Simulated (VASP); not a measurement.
Output of a VASP run:

### OUTCAR
```
 ion  position               nearest neighbor table
   1  0.000  0.000  0.000-   2 2.49   2 2.49   2 2.49   2 2.49
   2  0.250  0.250  0.250-   1 2.49   1 2.49   1 2.49   1 2.49
  LATTYP: Found a face centered cubic cell.
 ALAT       =     5.7427419338
 Subroutine PRICEL returns:
 Original cell was already a primitive cell.
 Subroutine GETGRP returns: Found 24 space group operations
The static configuration has the point symmetry T_d .
The dynamic configuration has the point symmetry T_d .
 Subroutine INISYM returns: Found 24 space group operations
 Subroutine IBZKPT returns following result:
 Found     56 irreducible k-points:

 Following reciprocal coordinates:
            Coordinates               Weight
  0.000000  0.000000  0.000000      1.000000
  0.090909  0.000000  0.000000      8.000000
  0.181818  0.000000  0.000000      8.000000
  0.272727  0.000000  0.000000      8.000000
  0.363636  0.000000  0.000000      8.000000
  0.454545  0.000000  0.000000      8.000000
  0.090909  0.090909  0.000000      6.000000
  0.181818  0.090909  0.000000     24.000000
  0.272727  0.090909  0.000000     24.000000
  0.363636  0.090909  0.000000     24.000000
  0.454545  0.090909  0.000000     24.000000
 -0.454545  0.090909  0.000000     24.000000
 -0.363636  0.090909  0.000000     24.000000
 -0.272727  0.090909  0.000000     24.000000
 -0.181818  0.090909  0.000000     24.000000
 -0.090909  0.090909  0.000000     12.000000
  0.181818  0.181818  0.000000      6.000000
  0.272727  0.181818  0.000000     24.000000
  0.363636  0.181818  0.000000     24.000000
  0.454545  0.181818  0.000000     24.000000
 -0.454545  0.181818  0.000000     24.000000
 -0.363636  0.181818  0.000000     24.000000
 -0.272727  0.181818  0.000000     24.000000
 -0.181818  0.181818  0.000000     12.000000
  0.272727  0.272727  0.000000      6.000000
  0.363636  0.272727  0.000000     24.000000
  0.454545  0.272727  0.000000     24.000000
 -0.454545  0.272727  0.000000     24.000000
 -0.363636  0.272727  0.000000     24.000000
 -0.272727  0.272727  0.000000     12.000000
  0.363636  0.363636  0.000000      6.000000
  0.454545  0.363636  0.000000     24.000000
 -0.454545  0.363636  0.000000     24.000000
 -0.363636  0.363636  0.000000     12.000000
  0.454545  0.454545  0.000000      6.000000
 -0.454545  0.454545  0.000000     12.000000
  0.272727  0.181818  0.090909     24.000000
  0.363636  0.181818  0.090909     48.000000
  0.454545  0.181818  0.090909     48.000000
 -0.454545  0.181818  0.090909     48.000000
   k-points           NKPTS =     56   k-points in BZ     NKDIM =     56   number of bands    NBANDS=     13
   number of dos      NEDOS =    301   number of ions     NIONS =      2
   total plane-waves  NPLWV =  27000
   dimension x,y,z NGX =    30 NGY =   30 NGZ =   30
   dimension x,y,z NGXF=    60 NGYF=   60 NGZF=   60
   ions per type =               1   1
   PREC   = accura    normal or accurate (medium, high low for compatibility)
   ISTART =      0    job   : 0-new  1-cont  2-samecut
   ICHARG =      2    charge: 1-file 2-atom 10-const
   ISPIN  =      1    spin polarized calculation?
   LNONCOLLINEAR =      F non collinear calculations
   LSORBIT =      F    spin-orbit coupling
   INIWAV =      1    electr: 0-lowe 1-rand  2-diag
   ENCUT  =  520.0 eV  38.22 Ry    6.18 a.u.   7.55  7.55  7.55*2*pi/ulx,y,z
   NELM   =    100;   NELMIN=  2; NELMDL= -5     # of ELM steps
   EDIFF  = 0.1E-06   stopping-criterion for ELM
   LREAL  =      F    real-space projection
   NLSPLINE    = F    spline interpolate recip. space projectors
   LMAXMIX     =    4 max onsite mixed and CHGCAR
   VOSKOWN=      0    Vosko Wilk Nusair interpolation
   EDIFFG = 0.1E-05   stopping-criterion for IOM
   NSW    =      0    number of steps for IOM
   NBLOCK =      1;   KBLOCK =      1    inner block; outer block
   IBRION =     -1    ionic relax: 0-MD 1-quasi-New 2-CG
...
```

### OSZICAR
```
       N       E                     dE             d eps       ncg     rms          rms(c)
DAV:   1     0.865661402957E+02    0.86566E+02   -0.93088E+03  1480   0.189E+03
DAV:   2     0.299179020579E+01   -0.83574E+02   -0.80943E+02  1556   0.327E+02
DAV:   3    -0.326647149421E+01   -0.62583E+01   -0.62293E+01  1826   0.763E+01
DAV:   4    -0.337273273457E+01   -0.10626E+00   -0.10622E+00  1658   0.110E+01
DAV:   5    -0.337470495587E+01   -0.19722E-02   -0.19720E-02  1766   0.129E+00    0.264E+00
DAV:   6    -0.322214173049E+01    0.15256E+00   -0.26705E-01  2126   0.794E+00    0.155E+00
DAV:   7    -0.320029594197E+01    0.21846E-01   -0.79632E-02  1699   0.186E+00    0.540E-01
DAV:   8    -0.319990339525E+01    0.39255E-03   -0.86834E-03  1666   0.126E+00    0.863E-02
DAV:   9    -0.320005910410E+01   -0.15571E-03   -0.97099E-04  1741   0.483E-01    0.477E-02
DAV:  10    -0.320008410939E+01   -0.25005E-04   -0.54078E-05  2067   0.814E-02    0.266E-02
DAV:  11    -0.320010339917E+01   -0.19290E-04   -0.21897E-05  1501   0.528E-02    0.176E-03
DAV:  12    -0.320010353872E+01   -0.13956E-06   -0.53780E-07  1831   0.120E-02    0.849E-04
DAV:  13    -0.320010368216E+01   -0.14343E-06   -0.15432E-07  1371   0.329E-03    0.321E-04
DAV:  14    -0.320010366738E+01    0.14772E-07   -0.40465E-09   818   0.860E-04
   1 F= -.32001037E+01 E0= -.32001612E+01  d E =0.172699E-03
```

File OUTCAR:
```
------------------------ aborting loop because EDIFF is reached ----------------------------------------
  FORCE on cell =-STRESS in cart. coord.  units (eV):
  Direction    XX          YY          ZZ          XY          YZ          ZX
  --------------------------------------------------------------------------------------
  Total       -0.0020776     -0.0020776     -0.0020776      0.0000000      0.0000000     -0.0000000
  in kB       -0.0703015     -0.0703015     -0.0703015      0.0000000      0.0000000     -0.0000000
  external PRESSURE =      -0.0703015 kB  Pullay stress =       0.0000000 kB
  volume of cell :       47.35
      direct lattice vectors                 reciprocal lattice vectors
     0.000000000  2.871370967  2.871370967    -0.174132847  0.174132847  0.174132847
     2.871370967  0.000000000  2.871370967     0.174132847 -0.174132847  0.174132847
     2.871370967  2.871370967  0.000000000     0.174132847  0.174132847 -0.174132847
  FREE ENERGIE OF THE ION-ELECTRON SYSTEM (eV)
  ---------------------------------------------------
  free  energy   TOTEN  =        -3.2001036674 eV

  energy  without entropy=       -3.2002763660  energy(sigma->0) =       -3.20016123
```
(Selected blocks of OUTCAR.)

File POSCAR:
```
GaAs
1
    0.0000000000     2.8713709669     2.8713709669
    2.8713709669     0.0000000000     2.8713709669
    2.8713709669     2.8713709669     0.0000000000
Ga As
1 1
Direct
  0.0000000000   0.0000000000   0.0000000000
  0.2500000000   0.2500000000   0.2500000000
```

Write an INCAR and KPOINTS that could have produced this output.

Several could match; the one computed here: the input of the run itself, optB88-vdW, plane waves, VASP's PBE PAW potentials (set 64).

### INCAR
```
SYSTEM = GaAs
PREC = Accurate
ENCUT = 520
EDIFF = 1E-7
NELM = 100
ALGO = Normal
LREAL = .FALSE.
LASPH = .TRUE.
ISMEAR = 1
SIGMA = 0.1
GGA = BO
PARAM1 = 0.1833333333
PARAM2 = 0.22
LUSE_VDW = .TRUE.
AGGAC = 0.0
LMAXMIX = 4
LWAVE = .FALSE.
LCHARG = .FALSE.
ISIF = 2
```

File KPOINTS:
```
Automatic mesh
0
Gamma
11 11 11
0 0 0
```

POTCAR, in this order: Ga_d As (PBE.64 set). Program: vasp_std.

The compound is GaAs in the zinc blende structure. It was relaxed first, which changed the volume by +5 %.
